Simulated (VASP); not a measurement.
Data:

```
CELL_PARAMETERS angstrom
      4.71515    -2.49876    -0.00104
      4.71515     2.49876    -0.00104
      3.39186     0.00000     4.11968
ATOMIC_POSITIONS crystal
  Ga 0.85540 0.85540 0.85540
  Ga 0.35540 0.35540 0.35540
  Ga 0.14460 0.14460 0.14460
  Ga 0.64460 0.64460 0.64460
  O  0.44676 0.05324 0.75000
  O  0.05324 0.75000 0.44676
  O  0.55324 0.94676 0.25000
  O  0.25000 0.55324 0.94676
  O  0.94676 0.25000 0.55324
  O  0.75000 0.44676 0.05324
```

The numbers are results of r2SCAN meta-GGA, VASP's PBE PAW potentials (set 64) (plane waves; VASP), not measurements. Settings: 520 eV cut-off, 6×6×6 Γ-centred mesh, tetrahedra with Blöchl corrections, potentials Ga_d O.

The cores are frozen, which limits the accuracy of field gradients.

Question: Give the principal components of the electric field gradient (V/Å²) and the asymmetry η at each nucleus.

Answer: 
| atom | Vxx | Vyy | Vzz | η |
|---|---|---|---|---|
| Ga1 | -11.9 | -11.9 | 23.8 | 0.00 |
| Ga2 | -11.9 | -11.9 | 23.8 | 0.00 |
| Ga3 | -11.9 | -11.9 | 23.8 | 0.00 |
| Ga4 | -11.9 | -11.9 | 23.8 | 0.00 |
| O5 | 41.4 | 10.1 | -51.4 | 0.61 |
| O6 | 41.4 | 10.1 | -51.4 | 0.61 |
| O7 | 41.4 | 10.1 | -51.4 | 0.61 |
| O8 | 41.4 | 10.1 | -51.4 | 0.61 |
| O9 | 41.4 | 10.1 | -51.4 | 0.61 |
| O10 | 41.4 | 10.1 | -51.4 | 0.61 |

The compound is Ga2O3 in the corundum structure, the metastable α form; monoclinic β is stable. It was relaxed first.
